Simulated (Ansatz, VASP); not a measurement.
**One calculation of HfGe, two programs**

```
Hf Ge
1.0
     0.00000    2.51266    2.51266
     2.51266    0.00000    2.51266
     2.51266    2.51266    0.00000
Hf Ge
1 1
Direct
  0.00000 0.00000 0.00000
  0.25000 0.25000 0.25000
```

Change from the starting cell: volume scaled by 0.6, LAPW.

Alike in both runs: task single point; functional LDA; k mesh 11 × 11 × 11; occupations fermi-dirac, width 0.05 eV; no spin polarisation.

|  | VASP | Ansatz |
| --- | --- | --- |
| version | VASP 6.6.1 | Ansatz 0.2.0 |
| potentials or method | VASP PAW LDA potentials, release 64 (Hf_pv, Ge_d), cutoff 520 eV | all-electron LAPW, scalar-relativistic |

```csv
,VASP,Ansatz,Ansatz less VASP
pressure (GPa),97.7,97.1,-0.61
```

Ansatz ran all-electron here, so the differences hold the error of VASP's frozen core and of both bases.

Caveats: the cell as given lies far from equilibrium; so large a pressure means that the cell lies far from this level's equilibrium, or that cutoff or potentials fall short (VASP). The runs have no spin-orbit coupling, so splittings on Hf are missing.
